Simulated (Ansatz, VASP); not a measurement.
# Cross-check of BiAs between VASP and Ansatz, part 3 of 3

Wanted: the spread between two codes on one cell, functional and k mesh. The cell is invented: As first built, before any earlier steps moved the atoms (in the runner's words): it takes the AlAs structure with some of its atoms replaced by other elements, volume scaled by an estimate. It may not be a known or stable phase. The cell is taken from a series of VASP runs on this material, whose earlier steps may have relaxed, scaled or displaced it; both programs get it as it stands. Valence electrons are named where the data sets of a main pair hold unlike numbers.

VASP 6.6.1 and Ansatz 0.2.0.

So far. Step 9 (VASP: band structure, r2SCAN): The run ends at a pressure of -1.04 GPa, with forces up to 0.27 eV/Å.

**10. Ansatz: band structure, r2SCAN**

Level of this step: Ansatz beside VASP: Kohn-Sham DFT, plane waves, r2SCAN (Ansatz).

The same cell, functional, mesh and smearing now go to Ansatz, which takes its cutoff from its data sets.

The cell is taken from a series of VASP runs on this material, whose earlier steps may have relaxed, scaled or displaced it; both programs get it as it stands.

Input file input.yaml:

```yaml
crystal:
  lattice:
    - [5.0716037739, -9.1e-08, 0.0]
    - [-2.5358025406, 4.3921383167, 0.0]
    - [0.0, 0.0, 6.3422180812]
  atoms:
    - { symbol: Bi, position: [0.33333333, 0.66666667, 0.9681709195] }
    - { symbol: Bi, position: [0.66666667, 0.33333333, 0.4681709195] }
    - { symbol: As, position: [0.33333333, 0.66666667, 0.4078290805] }
    - { symbol: As, position: [0.66666667, 0.33333333, 0.9078290805] }
hamiltonian:
  xc: r2scan
  pseudopotentials: { kind: paw }
kpoints:
  mp_grid: { grid: [3, 3, 2] }
  band_path:
    path:
      - [0.0, 0.0, 0.0]
      - [0.13333, 0.0, 0.0]
      - [0.3, 0.0, 0.0]
      - [0.46667, 0.0, 0.0]
      - [0.46667, 0.06667, 0.0]
      - [0.41111, 0.17778, 0.0]
      - [0.38889, 0.22222, 0.0]
      - [0.35556, 0.28889, 0.0]
      - [0.28889, 0.28889, 0.0]
      - [0.17778, 0.17778, 0.0]
      - [0.08889, 0.08889, 0.0]
      - [0.06667, 0.06667, 0.0]
      - [0.0, 0.0, 0.03333]
      - [0.0, 0.0, 0.2]
      - [0.0, 0.0, 0.36667]
      - [0.0, 0.0, 0.5]
      - [0.16667, 0.0, 0.5]
      - [0.3, 0.0, 0.5]
      - [0.46667, 0.0, 0.5]
      - [0.46667, 0.06667, 0.5]
      - [0.41111, 0.17778, 0.5]
      - [0.35556, 0.28889, 0.5]
      - [0.28889, 0.28889, 0.5]
      - [0.17778, 0.17778, 0.5]
      - [0.06667, 0.06667, 0.5]
      - [0.5, 0.0, 0.46667]
      - [0.5, 0.0, 0.3]
      - [0.5, 0.0, 0.13333]
      - [0.33333, 0.33333, 0.0]
      - [0.33333, 0.33333, 0.16667]
      - [0.33333, 0.33333, 0.33333]
      - [0.33333, 0.33333, 0.5]
    npoints: 1
scf:
  occupations: { method: gaussian, width: 0.02 }
  n_extra_bands: 8
output:
  forces: true
  stress: true
  eigenvalues: true
```

Command:

```sh
$ ansatz run input.yaml --threads 2 --pin off --max-ram 4608MiB --backend cpu --events-out ev --progress --plain --runs-dir out
```

Numbers of over 12 decimals in the logs are rounded to 6 here.

The log of the run:

```text
[...]
Crystal: 4 atoms, lattice volume = 141.274 Å³
Basis set: ecut = 500 eV, 3587 PW (Γ), exchange–correlation on 160×160×192 points (64 copies of the dense FFT grid, shifted against one another)
Bands: 38, of which v1, the nominal top of the filled ones, is band 30 counted from 1 (29 counted from 0)
Symmetry: 12 space group operations
[...]
k-point 0: bands = [... 26 lower, 3.7127, 5.3910, 5.4631, 5.4631, 7.5813, 7.5813, 9.7587, 9.7587, ... 4 higher]
  k-point 1: bands = [... 26 lower, 4.4382, 4.4382, 5.1487, 5.1487, 8.4943, 8.4943, 8.4943, 8.4943, ... 4 higher]
  k-point 2: bands = [... 26 lower, 4.2761, 4.8129, 4.9026, 6.4033, 8.3064, 9.1936, 10.2131, 10.9658, ... 4 higher]
  k-point 5: bands = [... 26 lower, 5.4276, 5.4276, 6.9076, 6.9076, 8.2037, 8.2037, 8.6615, 8.6615, ... 4 higher]
[key lines of the parts left out:]
SCF converged after 7 iterations
Free energy (F): -34550.641038 eV
Fermi energy:    7.281510 eV
P = ⅓ Tr σ = -1.0128 GPa (-10.128 kbar)
```

Wall time 9 s (2 threads of Arm Neoverse V2, shared host); peak memory 0.64 GiB.

**11. Comparison**

What differs besides the data sets and the points named for the pairs above, as far as they apply: VASP keeps PBE cores, Ansatz makes them for the functional; the data sets hold 60 valence electrons in Ansatz (on its default PAW (the set named soft_2) files) and 40 in VASP; the cutoff is 500 eV in Ansatz and 400 eV in VASP. Total energies have different zeros and are not compared.

The two programs side by side:

```
                     quantity  Ansatz   VASP  difference
               pressure (GPa)   -1.01  -1.04       +0.03
gap over the path points (eV)   0.133  0.132      +0.001
```

Forces (eV/Å; atoms numbered as in POSCAR):

```
atom        Ansatz x, y, z          VASP x, y, z
 Bi1   0.000, 0.000, 0.273   0.000, 0.000, 0.266
 Bi2   0.000, 0.000, 0.273   0.000, 0.000, 0.266
 As3  0.000, 0.000, -0.273  0.000, 0.000, -0.266
 As4  0.000, 0.000, -0.273  0.000, 0.000, -0.266
```

Levels at points of the path, from each program's valence-band top (eV; 4 filled, then empty):

```
k (reciprocal lattice)                                  Ansatz                                    VASP
     0.000 0.000 0.000  -3.71 -2.03 -1.96 -1.96 0.16 0.16 2.34  -3.71 -2.03 -1.96 -1.96 0.16 0.16 2.34
     0.133 0.000 0.000  -3.33 -2.26 -2.10 -1.67 0.15 0.51 2.31  -3.33 -2.26 -2.10 -1.67 0.15 0.51 2.31
     0.300 0.000 0.000  -3.03 -2.63 -2.46 -1.09 0.67 1.56 2.65  -3.03 -2.63 -2.46 -1.09 0.67 1.56 2.65
     0.467 0.000 0.000  -3.52 -2.66 -2.57 -0.89 1.67 2.31 3.29  -3.52 -2.66 -2.57 -0.89 1.67 2.31 3.29
     0.467 0.067 0.000  -3.57 -2.75 -2.41 -0.73 1.56 2.36 3.18  -3.57 -2.75 -2.41 -0.74 1.56 2.36 3.17
     0.411 0.178 0.000  -3.71 -3.04 -1.65 -0.13 1.04 2.33 2.55  -3.71 -3.04 -1.65 -0.13 1.03 2.33 2.55
     0.389 0.222 0.000   -3.81 -3.14 -1.28 0.00 0.97 2.26 2.30   -3.81 -3.13 -1.28 0.00 0.97 2.25 2.29
     0.356 0.289 0.000  -3.97 -3.22 -0.74 -0.19 1.25 1.81 2.26  -3.97 -3.22 -0.74 -0.19 1.24 1.81 2.26
     0.289 0.289 0.000  -3.81 -3.18 -0.99 -0.11 1.01 2.00 2.27  -3.81 -3.18 -0.99 -0.11 1.01 2.00 2.27
     0.178 0.178 0.000  -2.97 -2.65 -2.29 -0.76 0.29 1.78 2.31  -2.97 -2.65 -2.29 -0.76 0.29 1.78 2.30
```

The forces differ by 3.9 meV/Å r.m.s., which is 2.5 % of the r.m.s. force of 0.154 eV/Å (both taken over all components). Among the levels compared at these points, filled levels agree within 7 meV and empty ones within 6 meV. Ansatz's pressure holds a Pulay correction of 0.02 GPa; VASP's holds none.

**12. What came out**

| Item | Value |
| --- | --- |
| r.m.s. force difference (band structure, LDA) | 17 meV/Å |
| largest difference of a filled level at the path points (band structure, PBEsol) | 5.9 meV |
| r.m.s. force difference (band structure, PBEsol) | 8.3 meV/Å |
| largest difference of a filled level at the path points (band structure, r2SCAN) | 6.9 meV |

The r.m.s. force difference is 17 meV/Å (band structure, LDA), beyond the 12 meV/Å picked in this series as the mark of a large difference. The data sets hold unlike numbers of valence electrons (60 in Ansatz and 40 in VASP), so part of the differences comes from the potentials. Band structure, LDA, norm-conserving potentials (cutoff 1088 eV): the difference in pressure goes from -0.17 to -0.22 GPa; the difference in gap over the path points goes from 0.015 to 0.020 eV. 2 further runs of this series are not shown here. How closely two codes agree says nothing of how well the functional describes the real material.

[Lines on the potential files, build, host, timing and source positions are cut from VASP's logs without a mark.]

[Logs are printed without paths, hosts, clocks, repeated set-up lines and the standing remarks that a program may print on its own settings, such as how far it seeks lower states.]

[Hosts, paths, dates, database ids (printed as entryN), source tags and the programs' standing remarks are cut or masked in the printed files.]
